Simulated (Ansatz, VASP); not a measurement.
# LaGaO3: VASP beside Ansatz, part 2 of 3

One calculation is typed for both programs; each brings its own data sets. How far apart do they land? The cell is taken from a series of runs on this material, whose earlier steps may have relaxed, scaled, displaced or heated it; both programs get it as it stands.

VASP 6.6.1 and Ansatz 0.2.0.

So far: Set-up; VASP: relaxation of cell and atoms, PBEsol, pair 1.

### Step 3. Ansatz: relaxation of cell and atoms, PBEsol, pair 1

Level of this step: Ansatz beside VASP: Kohn-Sham DFT, plane waves, PBEsol (Ansatz).

Ansatz runs on its PAW soft_1 files.

The same cell, functional and mesh now go to Ansatz, which takes its cutoff from its data sets.

Contents of input.yaml:

```yaml
crystal:
  lattice:
    - [5.4403057065, 0.0, 0.0]
    - [0.0, 5.4403057065, 0.0]
    - [0.0, 0.0, 3.9331250959]
  atoms:
    - { symbol: La, position: [0.0, 0.5, 0.5] }
    - { symbol: La, position: [0.5, 0.0, 0.5] }
    - { symbol: Ga, position: [0.5, 0.5, 0.0] }
    - { symbol: Ga, position: [0.0, 0.0, 0.0] }
    - { symbol: O, position: [0.2989213429, 0.2010786571, 0.0] }
    - { symbol: O, position: [0.7010786571, 0.7989213429, 0.0] }
    - { symbol: O, position: [0.2010786571, 0.7010786571, 0.0] }
    - { symbol: O, position: [0.7989213429, 0.2989213429, 0.0] }
    - { symbol: O, position: [0.5, 0.5, 0.5] }
    - { symbol: O, position: [0.0, 0.0, 0.5] }
kpoints:
  mp_grid: { grid: [4, 4, 6] }
hamiltonian:
  xc: pbesol
  pseudopotentials: { kind: paw, azcp: { folder: soft_1 }, xc_functional: pbe }
scf:
  occupations: { method: fixed }
output:
  forces: true
  stress: true
  eigenvalues: true
relax:
  adjacent_minimum: "off"
  f_tol: 0.001
  max_steps: 60
  cell: { stress_tol: 0.01 }
```

Command:

```console
$ ansatz run input.yaml --threads 4 --pin off --max-ram 10240MiB --backend cpu --events-out ev --progress --plain --runs-dir out
```

Numbers of over 12 decimals in the logs are rounded to 6 here.

The log of the run:

```text
Engine: ansatz 0.2.0, aarch64-unknown-linux-gnu
Pseudopotentials: kind: paw
Pseudopotential: La, paw, valence charge 11, recommended cutoff 420 eV (normal), soft_1/La.paw.azcp
Pseudopotential: Ga, paw, valence charge 13, recommended cutoff 420 eV (normal), soft_1/Ga.paw.azcp
Pseudopotential: O, paw, valence charge 6, recommended cutoff 420 eV (normal), soft_1/O.paw.azcp
Functional definition: PBEsol
  exchange = pbesol_x
  correlation = pbesol_c
Crystal: 10 atoms, lattice volume = 116.408 Å³
Basis set: ecut = 420 eV, 2313 PW (Γ), exchange–correlation on 80×80×54 points (8 copies of the dense FFT grid, shifted against one another)
Bands: 52, of which v1, the nominal top of the filled ones, is band 42 counted from 1 (41 counted from 0)
Symmetry: 16 space group operations
Space group: P4/mbm (ITA 127), of the structure as read, at distance tolerance 4.9e-5 Å
k-points: 24 of 96
Non-local potential: La, projectors of the file, l = 0: 3, l = 1: 2, l = 2: 2, l = 3: 3
Non-local potential: Ga, projectors of the file, l = 0: 2, l = 1: 2, l = 2: 3, l = 3: 1
Non-local potential: O, projectors of the file, l = 0: 2, l = 1: 2, l = 2: 1
PAW form: soft (Blöchl's): semilocal exchange-correlation on the pseudo side does not see the compensation charge
PAW frozen core: La, regenerated for the run's functional, and the local potential with it (the file was generated under x = pbe(κ = 0.804, μ = 0.219515), c = pbe(β = 0.066725))
PAW frozen core: Ga, regenerated for the run's functional, and the local potential with it (the file was generated under x = pbe(κ = 0.804, μ = 0.219515), c = pbe(β = 0.066725))
PAW frozen core: O, regenerated for the run's functional, and the local potential with it (the file was generated under x = pbe(κ = 0.804, μ = 0.219515), c = pbe(β = 0.066725))
PAW one-centre angular grid: La, 590 points (default); XC on 64 Gauss nodes
PAW one-centre angular grid: Ga, 590 points (default); XC on 64 Gauss nodes
PAW one-centre angular grid: O, 110 points (default); XC on 64 Gauss nodes
Initial density: superposition of atomic densities (chi_scale 0.1, normalization cell, long waves kept (reshape's long-wave potential 0.00 eV rms))
Initial wavefunctions: pseudopotential atomic-orbital guess
Functional: x = pbesol(κ = 0.804, μ = 0.123457), c = pbesol(β = 0.046)
SCF iter   1: F=—  HF=-23187.535138 eV  |F-HF|=—  |Δ(HF+E_count)|=         —  Δρ=8.08e-2  dr2=4.96e0  ethr=3.10e-3  ⟨swp⟩=3.1  Hψ=4383  notcnv=0  defer=39
preconditioner: auto → Resta (q_TF=auto, 2.584 Å⁻¹)  ε∞=7.8  [insulator: Δε(μ)=2.556 eV  Ē_g=11.842 eV  n_scr=38 (ndim 8)  ℏωp=30.8 eV  f_vac=0.000  ε∞_Penn≈7.8]
SCF iter   2: F=—  HF=-23186.722349 eV  |F-HF|=—  |Δ(HF+E_count)|=   8.13e-1  Δρ=3.86e-2  dr2=1.06e0  ethr=3.10e-3  ⟨swp⟩=3.3  Hψ=2596  notcnv=0  defer=121
SCF iter   3: F=—  HF=-23186.563661 eV  |F-HF|=—  |Δ(HF+E_count)|=   1.59e-1  Δρ=1.85e-2  dr2=2.54e-1  ethr=1.26e-3  ⟨swp⟩=2.4  Hψ=2414  notcnv=0  defer=120
SCF iter   4: F=—  HF=-23186.509217 eV  |F-HF|=—  |Δ(HF+E_count)|=   5.44e-2  Δρ=3.23e-3  dr2=1.06e-2  ethr=3.03e-4  ⟨swp⟩=3.6  Hψ=2335  notcnv=0  defer=177
SCF iter   5: F=—  HF=-23186.511347 eV  |F-HF|=—  |Δ(HF+E_count)|=   2.13e-3  Δρ=9.11e-4  dr2=7.92e-4  ethr=1.27e-5  ⟨swp⟩=3.5  Hψ=1961  notcnv=0  defer=191
SCF iter   6: F=—  HF=-23186.511093 eV  |F-HF|=—  |Δ(HF+E_count)|=   2.54e-4  Δρ=6.29e-4  dr2=2.53e-4  ethr=9.43e-7  ⟨swp⟩=2.1  Hψ=2192  notcnv=0  defer=191
SCF iter   7: F=—  HF=-23186.510879 eV  |F-HF|=—  |Δ(HF+E_count)|=   2.13e-4  Δρ=1.08e-4  dr2=8.06e-6  ethr=3.01e-7  ⟨swp⟩=2.1  Hψ=2066  notcnv=0  defer=191
SCF iter   8: F=—  HF=-23186.510910 eV  |F-HF|=—  |Δ(HF+E_count)|=   3.11e-5  Δρ=2.66e-5  dr2=7.02e-7  ethr=9.60e-9  ⟨swp⟩=2.0  Hψ=2257  notcnv=0  defer=164
SCF iter   9: F=—  HF=-23186.510911 eV  |F-HF|=—  |Δ(HF+E_count)|=   1.77e-7  Δρ=1.78e-5  dr2=3.02e-7  ethr=1.19e-10  ⟨swp⟩=15.5  Hψ=7879  notcnv=0
SCF iter  10: F=-23186.510911 eV  HF=-23186.510911 eV  |F-HF|=4.24e-9  |Δ(HF+E_count)|=   5.42e-8  Δρ=4.45e-6  dr2=1.52e-8  ethr=1.19e-10  ⟨swp⟩=4.2  Hψ=5923  notcnv=0
SCF 1 converged in 10 iterations: F = -23186.510911 eV  dr2 = 1.52e-8
  greatest PAW one-centre occupation: 0.998 electrons in one spin orbital (limit 2), on the Ga atom at site 3 (counted from 0), in its partial waves of l = 2
relax step   1: F+E_penalty+E_count = -23186.51091061 eV  Δ(F+E_penalty+E_count) = +0.000e0 eV  max|allowed force component| = 1.288e-4 eV/Å  Δτ_max = 0.0000 Å  P = +0.000 GPa  Ω = 116.408 Å³  (10 SCF iters, dr2 threshold 1.00e-7 eV, accepted)
Initial density: handed on by an earlier stage of this run
Initial wavefunctions: pseudopotential atomic-orbital guess (no wavefunctions were taken with the density)
iter 1 solved again at ethr=3.86e-9 eV; its pass at ethr=3.10e-3 eV (dr2=3.24e-6 eV) is discarded
SCF iter   1: F=—  HF=-23186.510897 eV  |F-HF|=—  |Δ(HF+E_count)|=         —  Δρ=5.53e-6  dr2=2.38e-8  ethr=3.86e-9  ⟨swp⟩=4.0  Hψ=8331  notcnv=0  defer=185
preconditioner: auto → Resta (q_TF=auto, 2.584 Å⁻¹)  ε∞=5.8  [insulator: Δε(μ)=3.328 eV  Ē_g=14.361 eV  n_scr=38 (ndim 8)  ℏωp=31.5 eV  f_vac=0.000  ε∞_Penn≈5.8]
SCF iter   2: F=—  HF=-23186.510911 eV  |F-HF|=—  |Δ(HF+E_count)|=   1.39e-5  Δρ=2.65e-6  dr2=7.16e-9  ethr=2.84e-11  ⟨swp⟩=2.4  Hψ=2244  notcnv=0  defer=185
SCF iter   3: F=—  HF=-23186.510911 eV  |F-HF|=—  |Δ(HF+E_count)|=  3.64e-10  Δρ=1.36e-6  dr2=1.76e-9  ethr=8.52e-12  ⟨swp⟩=2.0  Hψ=1934  notcnv=0  defer=185
SCF iter   4: F=—  HF=-23186.510911 eV  |F-HF|=—  |Δ(HF+E_count)|=  6.04e-10  Δρ=5.44e-7  dr2=2.54e-10  ethr=2.09e-12  ⟨swp⟩=2.4  Hψ=2157  notcnv=0  defer=185
SCF iter   5: F=—  HF=-23186.510911 eV  |F-HF|=—  |Δ(HF+E_count)|=    0.00e0  Δρ=2.74e-7  dr2=5.36e-11  ethr=1.00e-12  ⟨swp⟩=1.2  Hψ=1214  notcnv=0  defer=185
SCF iter   6: F=—  HF=-23186.510911 eV  |F-HF|=—  |Δ(HF+E_count)|=  7.28e-12  Δρ=1.13e-7  dr2=8.14e-12  ethr=1.00e-12  ⟨swp⟩=1.0  Hψ=1158  notcnv=0  defer=185
SCF iter   7: F=-23186.510911 eV  HF=-23186.510911 eV  |F-HF|=1.09e-11  |Δ(HF+E_count)|=  7.28e-12  Δρ=1.58e-8  dr2=1.67e-13  ethr=1.00e-12  ⟨swp⟩=15.0  Hψ=7776  notcnv=0
SCF 2 converged in 7 iterations: F = -23186.510911 eV  dr2 = 1.67e-13
  greatest PAW one-centre occupation: 0.998 electrons in one spin orbital (limit 2), on the Ga atom at site 2 (counted from 0), in its partial waves of l = 2
relax step   2: F+E_penalty+E_count = -23186.51091061 eV  Δ(F+E_penalty+E_count) = -5.468e-9 eV  max|allowed force component| = 1.210e-4 eV/Å  Δτ_max = 0.0000 Å  P = +0.001 GPa  Ω = 116.408 Å³  stress off target by 8.59e-3 GPa  SCF on the basis re-selected at this cell (its energy is not comparable with the rows above)  (7 SCF iters)
basis re-selected at this cell: Δ(F+E_penalty+E_count) = -5.468e-9 eV, ΔP = +0.000 GPa vs the last step (what re-selecting the basis moved, of the pressure what is left beyond the Pulay correction that the steps carried, after the strain that the cell walked since its last selection, with what the two solves' SCF thresholds leave and, on support functions, any second-order correction that the steps lacked; it is no m [...]
SCF converged after 7 iterations
Free energy (F): -23186.510911 eV
Harris-Foulkes:  -23186.510911 eV  (|F-HF|=1.09e-11)
Internal energy: -23186.510911 eV  (E = F + TS)
E sigma→0 (E₀):  -23186.510911 eV
Fermi energy:    11.394551 eV
--- Per-component energies (eV) ---
  E_band       = 135.995051
  E_kinetic    = 1612.979056
  E_local      = -4791.938627  (includes V_loc(G=0)·N_el)
  E_nonlocal   = 323.975240
  E_hartree    = 2601.622369
  E_xc         = -836.137141
  E_vxc        = -950.217331  (∫ρ·V_xc dr)
  E_paw        = -15526.428786  (= ΣΔE_a)
  E_vpaw       = -1262.052438  (= ΣTr[D̂ρ^β])
  E_aug_tail   = 0.004426  (compensation charges beyond the density's cutoff)
  E_ewald      = -6572.863204
  E_core_change = 2.275758  (= ΣΔE_core)
  E_smearing   = -0.000000  (= −TS)
  E_closure    = 0.000000  (closes the sum)
  Σ components = -23186.510911   (vs F -23186.510911, Δ=0.00e0)
--- Forces (eV/Å), atoms counted from 1 ---
  atom   1  La    -0.00000000     0.00000000     0.00000000
  atom   2  La    -0.00000000    -0.00000000     0.00000000
  atom   3  Ga     0.00000000    -0.00000000     0.00000000
  atom   4  Ga     0.00000000    -0.00000000     0.00000000
  atom   5  O     -0.00012101     0.00012101     0.00000000
  atom   6  O      0.00012101    -0.00012101     0.00000000
  atom   7  O      0.00012101     0.00012101    -0.00000000
  atom   8  O     -0.00012101    -0.00012101     0.00000000
  atom   9  O     -0.00000000    -0.00000000     0.00000000
  atom  10  O     -0.00000000    -0.00000000     0.00000000
  max |Σ_I F_I| component: 1.95e-18 eV/Å
--- Stress (GPa, compression-positive) ---
       -0.003493      -0.000000       0.000000
       -0.000000      -0.003493       0.000000
        0.000000       0.000000       0.008591
  P = ⅓ Tr σ = 0.0005 GPa (0.005 kbar)
--- Band table (eV; the first three rows and the last of 24) ---
  k-point 0: bands = [... 38 lower, 10.9597, 11.1553, 11.1562, 11.1562, 14.7224, 14.9178, 15.8454, 15.8454, ... 6 higher]
  k-point 1: bands = [... 38 lower, 10.7096, 10.9714, 11.0386, 11.0386, 15.1364, 15.6345, 15.8560, 15.8560, ... 6 higher]
  k-point 2: bands = [... 38 lower, 10.7750, 10.7750, 10.9945, 11.1395, 15.7546, 15.8795, 15.8795, 15.9155, ... 6 higher]
  k-point 23: bands = [... 38 lower, 10.9951, 10.9951, 11.1237, 11.1237, 15.7278, 15.7278, 15.9347, 15.9347, ... 6 higher]
--- Relaxed structure (1 steps of the walk, 1 accepted, 1 SCFs on fresh bases) ---
  F+E_penalty+E_count = -23186.51091061 eV   max|allowed force component| = 1.210e-4 eV/Å   (the final SCF, on the basis selected at the relaxed cell)
  cell:  # Å, volume = 116.4084 Å³
    - [5.4403057065, 0.0, 0.0]
    - [0.0, 5.4403057065, 0.0]
    - [0.0, 0.0, 3.9331250959]
  atoms:
    - { symbol: La, position: [0.0, 0.5, 0.500000] }
    - { symbol: La, position: [0.5, 0.0, 0.500000] }
    - { symbol: Ga, position: [0.5, 0.5, 0.0] }
    - { symbol: Ga, position: [0.0, 0.0, 0.0] }
    - { symbol: O, position: [0.2989213429, 0.2010786571, 0.0] }
    - { symbol: O, position: [0.701079, 0.7989213429, 0.0] }
    - { symbol: O, position: [0.2010786571, 0.701079, 0.0] }
    - { symbol: O, position: [0.7989213429, 0.2989213429, 0.0] }
    - { symbol: O, position: [0.5, 0.5, 0.500000] }
    - { symbol: O, position: [0.0, 0.0, 0.500000] }
```

The column dr2 measures how far the density is from self-consistency, as an energy; F and HF (Harris–Foulkes) agree once it is small.

### Step 4. Differences

Known differences besides the potentials themselves: fixed occupations in Ansatz, narrow Gaussian smearing in VASP; the cutoff is 420 eV in Ansatz and 600 eV in VASP; Ansatz makes its cores anew for this functional, VASP keeps those of its PBE data sets; Ansatz adds a Pulay correction to the stress that steers its cell, VASP none. Total energies have different zeros and are not compared.

Both answers:

```tsv
quantity	Ansatz	VASP	difference
volume (Å³)	116.41	116.40	+0.01 %
edge a after relaxation, in the typed setting (Å)	5.440	5.439	+0.02 %
edge c after relaxation, in the typed setting (Å)	3.933	3.935	-0.04 %
```

### Step 5. VASP: relaxation of cell and atoms, PBEsol, pair 2

The relaxed volume is the usual yardstick between codes: in a stiff, nearly cubic crystal its relative difference is about their pressure difference at one cell divided by the bulk modulus.

Contents of INCAR:

```
SYSTEM = LaGaO3
PREC = Accurate
ENCUT = 600
EDIFF = 1E-07
NELM = 200
ISMEAR = 0
SIGMA = 0.01
LREAL = .FALSE.
ALGO = Normal
GGA = PS
NBANDS = 52
LASPH = .TRUE.
LORBIT = 11
LWAVE = .FALSE.
LCHARG = .FALSE.
ISIF = 3
IBRION = 2
NSW = 80
EDIFFG = -0.005
GGA_COMPAT = .FALSE.
NELMIN = 4
EFERMI = MIDGAP
LMAXMIX = 6
KPAR = 2
```

Contents of POSCAR:

```
LaGaO3
1.0
   -2.7248630000      2.7248630000      3.9171290000
    2.7248630000     -2.7248630000      3.9171290000
    2.7248630000      2.7248630000     -3.9171290000
La Ga O
2 2 6
Direct
    0.7499999362      0.2499999362      0.5000000000
    0.2499999362      0.7499999362      0.5000000000
    0.0000000000      0.0000000000      0.0000000000
    0.5000000000      0.5000000000      0.0000000000
    0.6956265324      0.8043734676      0.5000000000
    0.3043734676      0.1956265324      0.5000000000
    0.8043734676      0.3043734676      0.1087469352
    0.1956265324      0.6956265324      0.8912530648
    0.2499999362      0.2499999362      0.0000000000
    0.7499999362      0.7499999362      0.0000000000
```

Contents of KPOINTS:

```
Automatic mesh
0
Gamma
6 6 6
0 0 0
```

PAW data sets: La, Ga_d and O (PBE family, release 64).

Command:

```console
$ mpirun -np 2 vasp_std
```

The log of the run:

```text
[banner, memory and clock lines left out]
running    2 mpi-ranks, on    1 nodes
[...]
[... a notice as in an earlier step ...]

 LDA part: xc-table for (Slater+PW92), standard interpolation
 POSCAR, INCAR and KPOINTS ok, starting setup
[...]
entering main loop
       N       E                     dE             d eps       ncg     rms          rms(c)
DAV:   1     0.112922211279E+04    0.11292E+04   -0.37606E+04  3528   0.313E+03
DAV:   2     0.320983200512E+03   -0.80824E+03   -0.73571E+03  3344   0.663E+02
DAV:   3     0.128150757095E+02   -0.30817E+03   -0.28778E+03  3760   0.295E+02
DAV:   4    -0.756362891149E+02   -0.88451E+02   -0.84653E+02  5256   0.149E+02
[...]
DAV:  15    -0.762878359825E+02    0.13180E-05   -0.17218E-05  5912   0.334E-02    0.323E-03
DAV:  16    -0.762878360644E+02   -0.81838E-07   -0.43398E-06  5152   0.121E-02    0.110E-03
DAV:  17    -0.762878360211E+02    0.43223E-07   -0.31054E-07  3336   0.467E-03
   1 F= -.76287836E+02 E0= -.76287836E+02  d E =-.762878E+02
[... from here on, the cycles between the ionic steps are left out ...]
   2 F= -.76287887E+02 E0= -.76287887E+02  d E =-.511592E-04
   3 F= -.76287900E+02 E0= -.76287900E+02  d E =-.644055E-04
   4 F= -.76287928E+02 E0= -.76287928E+02  d E =-.272882E-04
   5 F= -.76287957E+02 E0= -.76287957E+02  d E =-.570524E-04
   6 F= -.76287969E+02 E0= -.76287969E+02  d E =-.684380E-04
[...]
reached required accuracy - stopping structural energy minimisation
```

OUTCAR, selected parts (step 5):

```text
  Total       -0.0320498     -0.0320498      0.0048006      0.0000000      0.0000000      0.0000000
  in kB       -0.4413260     -0.4413260      0.0661048      0.0000000      0.0000000      0.0000000
  external PRESSURE =      -0.2721824 kB  Pullay stress =       0.0000000 kB

 POSITION                                       TOTAL-FORCE (eV/Angst)
 -----------------------------------------------------------------------------------
      0.00000      2.72494      1.95872         0.000000      0.000000     -0.000000
      2.72494      0.00000      1.95872         0.000000      0.000000     -0.000000
      2.72494     -2.72494      3.91744         0.000000      0.000000     -0.000000
      0.00000      0.00000      3.91744        -0.000000      0.000000      0.000000
      1.66193      1.06301      3.91744        -0.001615      0.001615     -0.000000
      1.06301      1.66193     -0.00000         0.001615     -0.001615      0.000000
     -1.06301      1.66193      3.91744        -0.001615     -0.001615     -0.000000
      3.78796      1.06301     -0.00000         0.001615      0.001615      0.000000
      0.00000      0.00000      1.95872        -0.000000      0.000000     -0.000000
      0.00000      0.00000      5.87615         0.000000      0.000000     -0.000000
 -----------------------------------------------------------------------------------
    total drift:                                0.000007     -0.000007     -0.000599

  FREE ENERGIE OF THE ION-ELECTRON SYSTEM (eV)
  ---------------------------------------------------
  free  energy   TOTEN  =       -76.2879688646 eV

  energy  without entropy=      -76.2879688646  energy(sigma->0) =      -76.28796886

[... 1 part as in an earlier step ...]

[... 3 further parts left out ...]
[key lines of the parts left out:]
E-fermi :   8.5672
```

### Step 6. Ansatz: relaxation of cell and atoms, PBEsol, pair 2

The same cell, functional and mesh now go to Ansatz, which takes its cutoff from its data sets.

The cell is taken from a series of runs on this material, whose earlier steps may have relaxed, scaled, displaced or heated it; both programs get it as it stands.

input.yaml, the sections that differ from step 3:

```yaml
crystal:
  lattice:
    - [-2.7248630956, 2.7248630956, 3.9171286762]
    - [2.7248630956, -2.7248630956, 3.9171286762]
    - [2.7248630956, 2.7248630956, -3.9171286762]
  atoms:
    - { symbol: La, position: [0.75, 0.25, 0.5] }
    - { symbol: La, position: [0.25, 0.75, 0.5] }
    - { symbol: Ga, position: [0.0, 0.0, 0.0] }
    - { symbol: Ga, position: [0.5, 0.5, 0.0] }
    - { symbol: O, position: [0.6956265798, 0.8043734202, 0.5] }
    - { symbol: O, position: [0.3043734202, 0.1956265798, 0.5] }
    - { symbol: O, position: [0.8043734202, 0.3043734202, 0.1087468404] }
    - { symbol: O, position: [0.1956265798, 0.6956265798, 0.8912531596] }
    - { symbol: O, position: [0.25, 0.25, 0.0] }
    - { symbol: O, position: [0.75, 0.75, 0.0] }
kpoints:
  mp_grid: { grid: [6, 6, 6] }
# hamiltonian, scf, output, relax: as in step 3
```

Command:

```console
$ ansatz run input.yaml --threads 4 --pin off --max-ram 10240MiB --backend cpu --events-out ev --progress --plain --runs-dir out
```

The log of the run:

```text
[...]
Crystal: 10 atoms, lattice volume = 116.337 Å³
Basis set: ecut = 420 eV, 2253 PW (Γ), exchange–correlation on 80×80×80 points (8 copies of the dense FFT grid, shifted against one another)
Bands: 52, of which v1, the nominal top of the filled ones, is band 42 counted from 1 (41 counted from 0)
Symmetry: 16 space group operations
[...]
k-points: 30 of 216
[...]
- { symbol: La, position: [0.25, 0.75, 0.5] }
    - { symbol: Ga, position: [0.0, 0.0, 0.0] }
    - { symbol: Ga, position: [0.5, 0.5, 0.0] }
    - { symbol: O, position: [0.6956265798, 0.804373, 0.5] }
    - { symbol: O, position: [0.3043734202, 0.195627, 0.5] }
    - { symbol: O, position: [0.804373, 0.304373, 0.108747] }
    - { symbol: O, position: [0.195627, 0.695627, 0.8912531596] }
    - { symbol: O, position: [0.25, 0.25, 0.0] }
    - { symbol: O, position: [0.75, 0.75, 0.0] }
[key lines of the parts left out:]
SCF converged after 6 iterations
Free energy (F): -23186.703435 eV
Fermi energy:    11.341271 eV
P = ⅓ Tr σ = 0.0033 GPa (0.033 kbar)
```

### Step 7. Side by side

The two programs side by side:

```tsv
quantity	Ansatz	VASP	difference
volume (Å³)	116.34	116.35	-0.01 %
edge a after relaxation, in the typed setting (Å)	5.495	5.495	-0.01 %
```

(Part 2 of 3 ends here.)

[Lines on the potential files, build, host, timing and source positions are cut from VASP's logs without a mark.]

[Logs are printed without paths, hosts, clocks, repeated set-up lines and the standing remarks that a program may print on its own settings, such as how far it seeks lower states.]

[Hosts, paths, dates, database ids (printed as entryN), source tags and the programs' standing remarks are cut or masked in the printed files.]
